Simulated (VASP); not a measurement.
```
WSe2
1.0
    1.65791    -2.87159     0.00000
    1.65791     2.87159     0.00000
    0.00000     0.00000    13.65260
W Se
2 4
Direct
  0.33333   0.66667   0.25000
  0.66667   0.33333   0.75000
  0.33333   0.66667   0.87187
  0.66667   0.33333   0.37187
  0.66667   0.33333   0.12813
  0.33333   0.66667   0.62813
```

Calculation: r2SCAN meta-GGA, VASP's PBE PAW potentials (set 64) (plane waves; VASP 6.6.1). Numerical set-up: 400 eV cut-off, 9×9×2 Γ-centred mesh, tetrahedra with Blöchl corrections, potentials W_sv Se.

The cores are frozen, which limits the accuracy of field gradients.

### Question
Give the principal components of the electric field gradient (V/Å²) and the asymmetry η at each nucleus.

### Answer

```tsv
atom	Vxx	Vyy	Vzz	η
W1	76.7	76.7	-153.3	0.00
W2	76.7	76.7	-153.3	0.00
Se3	43.0	43.0	-85.9	0.00
Se4	43.0	43.0	-85.9	0.00
Se5	43.0	43.0	-85.9	0.00
Se6	43.0	43.0	-85.9	0.00
```

The compound is WSe2 in the 2H layered structure. It was relaxed first, which changed the volume by +8 %.
